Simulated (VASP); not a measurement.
The system is Ba2Tl5V3O12.

```
CELL_PARAMETERS angstrom
8.15421 0.00000 0.00000
-4.07711 7.06176 0.00000
0.00000 0.00000 6.92128
ATOMIC_POSITIONS crystal
Ba 0.00000 0.00000 0.23552
Ba 0.00000 0.00000 0.76448
V 0.50000 0.00000 0.00000
V 0.00000 0.50000 0.00000
V 0.50000 0.50000 0.00000
Tl 0.50000 0.00000 0.50000
Tl 0.00000 0.50000 0.50000
Tl 0.50000 0.50000 0.50000
Tl 0.33333 0.66667 0.22489
Tl 0.66667 0.33333 0.77511
O 0.33890 0.34334 0.81444
O 0.65666 0.99556 0.81444
O 0.00444 0.66110 0.81444
O 0.34334 0.33890 0.18556
O 0.99556 0.65666 0.18556
O 0.66110 0.00444 0.18556
O 0.66110 0.65666 0.18556
O 0.34334 0.00444 0.18556
O 0.99556 0.33890 0.18556
O 0.65666 0.66110 0.81444
O 0.00444 0.34334 0.81444
O 0.33890 0.99556 0.81444
```

The cell was built by a generator and needn't be a form met in nature.

- Program: VASP 6.6.1
- Task: relaxation of cell and atoms
- Functional: BLYP
- Potentials or basis: VASP PAW PBE potentials, release 64 (Ba_sv, V_sv, Tl_d, O)
- Cutoff: 600 eV
- k mesh: 4 × 4 × 4
- Occupations: fermi-dirac, width 0.05 eV
- Spin: collinear spin, ferromagnetic start
- Starting moments: [0.0, 0.0, 2.0, 2.0, 2.0, 0.0, 0.0, 0.0, 0.0, 0.0, 0.0, 0.0, 0.0, 0.0, 0.0, 0.0, 0.0, 0.0, 0.0, 0.0, 0.0, 0.0] μB

At the start: pressure 4.5 GPa; volume 18.12 Å³/atom.

Problem. How do energy, volume and symmetry change on relaxing?

Solution. Over 15 steps the energy falls by 17.6 meV/atom and the volume is 19.63 Å³/atom (+8.4 %); space group P-3m1 (No. 164, to 0.05 Å); moment 0.00 μB per cell.

Step by step:
```
step  energy change (eV)  largest force (eV/Å)  pressure (GPa)  volume (Å³)
   1              0.0000                0.2454            4.52       398.55
   2             -0.0977                0.9693           -2.35       428.74
   3             -0.2384                0.4814            0.37       415.12
   4             -0.3341                0.2261            0.16       422.31
   5             -0.3585                0.1771            0.07       427.63
   6             -0.3589                0.1850            0.06       428.35
   7             -0.3722                0.1381           -0.09       429.93
   8             -0.3796                0.0968           -0.26       431.83
   9             -0.3801                0.1064           -0.31       432.41
  10             -0.3852                0.0904            0.19       431.30
  11             -0.3854                0.0790            0.11       431.47
  12             -0.3878                0.0270            0.01       431.91
  13             -0.3879                0.0325           -0.02       432.00
  14             -0.3879                0.0331           -0.02       432.01
  15             -0.3880                0.0191           -0.01       431.89
```

Final structure:
```cif
data_structure
_symmetry_space_group_name_H-M 'P 1'
_symmetry_Int_Tables_number 1
_cell_length_a 8.3282
_cell_length_b 8.3282
_cell_length_c 7.1902
_cell_angle_alpha 90.000
_cell_angle_beta 90.000
_cell_angle_gamma 120.000
_cell_volume 431.89
loop_
_atom_site_label
_atom_site_type_symbol
_atom_site_fract_x
_atom_site_fract_y
_atom_site_fract_z
_atom_site_occupancy
Ba1 Ba 0.00000 0.00000 0.23137 1
Ba2 Ba 0.00000 0.00000 0.76863 1
V1 V 0.50000 0.00000 0.00000 1
V2 V 0.00000 0.50000 0.00000 1
V3 V 0.50000 0.50000 0.00000 1
Tl1 Tl 0.50000 0.00000 0.50000 1
Tl2 Tl 0.00000 0.50000 0.50000 1
Tl3 Tl 0.50000 0.50000 0.50000 1
Tl4 Tl 0.33333 0.66667 0.22181 1
Tl5 Tl 0.66667 0.33333 0.77819 1
O1 O 0.34156 0.34462 0.82029 1
O2 O 0.65538 0.99694 0.82029 1
O3 O 0.00306 0.65844 0.82029 1
O4 O 0.34462 0.34156 0.17971 1
O5 O 0.99694 0.65538 0.17971 1
O6 O 0.65844 0.00306 0.17971 1
O7 O 0.65844 0.65538 0.17971 1
O8 O 0.34462 0.00306 0.17971 1
O9 O 0.99694 0.34156 0.17971 1
O10 O 0.65538 0.65844 0.82029 1
O11 O 0.00306 0.34462 0.82029 1
O12 O 0.34156 0.99694 0.82029 1
```

Caveat: the PAW data sets were made with another functional, which shifts forces and pressure a little.
